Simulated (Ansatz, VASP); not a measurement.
**Two plane-wave programs on In2WSe3**

File INCAR:

```
SYSTEM = In2WSe3
PREC = Accurate ; ENCUT = 520
EDIFF = 1E-6 ; ISMEAR = 0
SIGMA = 0.1 ; LREAL = .FALSE.
LASPH = .TRUE. ; NELM = 100
ALGO = Normal ; ISIF = 2
LWAVE = .FALSE. ; LCHARG = .TRUE.
GGA = PE ; LELF = .TRUE.
LVHAR = .TRUE. ; NBANDS = 38
```

The input KPOINTS:

```
Automatic mesh
0
G
  4 4 2
  0 0 0
```

Contents of POSCAR:

```
In2WSe3
1.0
    4.1421655300      0.0000000000      0.0000000000
    0.0000000000      4.1421655300      0.0000000000
    0.0000000000      0.0000000000     10.0016603700
In W Se
2 1 3
Direct
    0.5000000000      0.0000000000      0.0000000000
    0.0000000000      0.5000000000      0.0000000000
    0.5000000000      0.5000000000      0.0000000000
    0.0000000000      0.0000000000      0.6927875700
    0.0000000000      0.0000000000      0.3072124300
    0.0000000000      0.0000000000      0.0000000000
```

Input for Ansatz:

```yaml
crystal:
  lattice:
    - [4.14216553, 0.0, 0.0]
    - [0.0, 4.14216553, 0.0]
    - [0.0, 0.0, 10.00166037]
  atoms:
    - { symbol: In, position: [0.5, 0.0, 0.0] }
    - { symbol: In, position: [0.0, 0.5, 0.0] }
    - { symbol: W, position: [0.5, 0.5, 0.0] }
    - { symbol: Se, position: [0.0, 0.0, 0.69278757] }
    - { symbol: Se, position: [0.0, 0.0, 0.30721243] }
    - { symbol: Se, position: [0.0, 0.0, 0.0] }
basis:
  ecutwfc: 420
kpoints:
  mp_grid: { grid: [4, 4, 2] }
hamiltonian:
  xc: pbe
scf:
  occupations: { method: gaussian, width: 0.1 }
  lower_state_search: "off"
output:
  forces: true
  stress: true
  eigenvalues: true
```

Alike in both runs: task single point; functional PBE; k mesh 4 × 4 × 2; occupations gaussian, width 0.1 eV; no spin polarisation.

|  | VASP | Ansatz |
| --- | --- | --- |
| version | VASP 6.6.1 | Ansatz 0.2.0 |
| potentials or method | VASP PAW PBE potentials, release 64 (In_d, W_sv, Se) | scalar-relativistic, plane waves, PAW |
| plane-wave cutoff (eV) | 520 | 420 |
| valence electrons in the cell | 58 | 88 |

```csv
,VASP,Ansatz,Ansatz less VASP
gap on the k mesh at the Fermi level (eV),none,none,-
rms of the force components (eV/Å),0.135,0.133,-0.0014
```

Atom by atom the forces differ by 0.001 eV/Å (rms over components). A gap of «none» marks a metal or a gap that the smearing closes. The two sets of potentials don't hold the same shells in valence.

Caveats: the k mesh is coarse (spacing up to 0.38 Å⁻¹), so the values aren't converged. Spin-orbit coupling is left out, which matters for the levels of W.
